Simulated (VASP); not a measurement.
Input:

```
CELL_PARAMETERS angstrom
      0.00000     2.83290     2.83290
      2.83290     0.00000     2.83290
      2.83290     2.83290     0.00000
ATOMIC_POSITIONS crystal
  Zn 0.00000 0.00000 0.00000
  Se 0.25000 0.25000 0.25000
```

Calculation: PBE GGA with D4 dispersion, VASP's PBE PAW potentials (set 64) (plane waves; VASP). Numerical set-up: 520 eV cut-off, Gaussian smearing of 0.050 eV, potentials Zn Se.

What does the run give for the band gap (along the path) with the smallest direct gap where there is one?

* **band gap (along the path)**: 1.29 eV
* **smallest direct gap (along the path)**: 1.29 eV

The absolute energy has meaning only against runs of the same code, potentials and settings.

The compound is ZnSe in the zinc blende structure. It was relaxed first.
